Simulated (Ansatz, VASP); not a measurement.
# ScIn3As2: VASP beside Ansatz

```
Sc In As
1.0
     5.69945    0.00000    0.00000
    -2.84972    4.93587    0.00000
     0.00000    0.00000    5.26476
Sc In As
1 3 2
Direct
  0.00000 0.00000 0.00000
  0.50000 0.00000 0.50000
  0.00000 0.50000 0.50000
  0.50000 0.50000 0.50000
  0.33333 0.66667 0.00000
  0.66667 0.33333 0.00000
```

Change from the starting cell: species swapped into the LaAl2Pt3 type (P6/mmm, No. 191).

Alike in both runs: functional PBE; k mesh 3 × 3 × 4; occupations gaussian, width 0.1 eV; no spin polarisation.

Ansatz relaxed the structure, and its values are those at the end. VASP's run is a single point on that final structure, the one shown.

|  | VASP | Ansatz |
| --- | --- | --- |
| version | VASP 6.6.1 | Ansatz 0.2.0 |
| potentials or method | VASP PAW PBE potentials, release 64 (Sc_sv, In_d, As) | scalar-relativistic, plane waves, PAW |
| plane-wave cutoff (eV) | 520 | 420 |
| valence electrons in the cell | 60 | 80 |

|  | VASP | Ansatz | Ansatz less VASP |
| --- | --- | --- | --- |
| gap on the k mesh at the Fermi level (eV) | none | none | - |
| pressure (GPa) | 0.2 | 0.2 | -0.02 |

A gap of «none» marks a metal or a gap that the smearing closes. The two sets of potentials don't hold the same shells in valence.

Caveats: the k mesh is coarse (spacing up to 0.42 Å⁻¹), so the values aren't converged.
